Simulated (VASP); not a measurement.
Energy against volume of Li (bcc). Method: TPSS meta-GGA, VASP's PBE PAW potentials (set 64) (plane waves; VASP). Settings: 520 eV cut-off, 15×15×15 Γ-centred mesh, first-order Methfessel-Paxton smearing of 0.10 eV, potentials Li_sv.

```json
[
 {"V (Å³/atom)": "19.005", "E (eV/atom)": "-2.66018"},
 {"V (Å³/atom)": "19.593", "E (eV/atom)": "-2.66425"},
 {"V (Å³/atom)": "20.181", "E (eV/atom)": "-2.66663"},
 {"V (Å³/atom)": "20.768", "E (eV/atom)": "-2.66730"}
]
```

Task: Fit these four points and predict the energy of the run at 18.417 Å³/atom.

Result: A cubic in V^(−2/3), the third-order Birch-Murnaghan form, passes through the four points with V0 = 20.71 Å³/atom and B0 = 16 GPa, and gives -2.6545 eV/atom there. The run gave -2.6539 eV/atom, +0.6 meV/atom from the fit; all five points give B0 = 14 GPa.

The compound is Li in the bcc structure. It was relaxed first.
